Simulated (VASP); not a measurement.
VASP ran on this input.

### KPOINTS
```
Automatic mesh
0
Gamma
8 8 4
0 0 0
```

INCAR:
```
ALGO=Normal
EDIFF=1E-7
ENCUT=600
GGA=PE
ISIF=2
ISMEAR=0
LASPH=T
LCHARG=F
LREAL=F
LWAVE=F
NELM=100
PREC=Accurate
SIGMA=0.05
SYSTEM=SiC
```

File POSCAR:
```
SiC
1.0
  1.5610307649  -2.7037843483   0.0000000000
  1.5610307649   2.7037843483   0.0000000000
  0.0000000000   0.0000000000   5.0758585172
Si C
2 2
Cartesian
  1.5610307649  -0.9012632520   2.5357821507
  1.5610307649   0.9012632520   5.0737114093
  1.5610307649  -0.9012632520   4.4435233105
  1.5610307649   0.9012632520   1.9055940519
```

POTCAR, in this order: Si C (PBE.64 set). Program: vasp_std.

Translate this PBE calculation to Ansatz.

One equivalent input (not run):
Ansatz 0.2 input:
```yaml
crystal:
  lattice:
    - [1.5610308, -2.7037843, 0.0000000]
    - [1.5610308, 2.7037843, 0.0000000]
    - [0.0000000, 0.0000000, 5.0758585]
  atoms:
    - { symbol: Si, position: [0.6666670, 0.3333330, 0.4995770] }
    - { symbol: Si, position: [0.3333330, 0.6666670, 0.9995770] }
    - { symbol: C, position: [0.6666670, 0.3333330, 0.8754230] }
    - { symbol: C, position: [0.3333330, 0.6666670, 0.3754230] }
kpoints:
  mp_grid: { grid: [8, 8, 4] }
hamiltonian:
  xc: pbe
  pseudopotentials: { kind: paw }
scf:
  occupations: { method: gaussian, width: 0.05 }
  max_iter: 100
output: { forces: true, stress: true, eigenvalues: true }
```
What does not carry over: each code has its own PAW files, so the cut-off isn't converted (ENCUT is set for VASP's; basis.ecutwfc is left out, and Ansatz then takes the one that its files recommend); Ansatz stops its SCF on the density residual and VASP on the energy change (EDIFF).

The compound is SiC in the wurtzite structure, the rare 2H polytype. This cell was strained or had an atom moved on purpose.
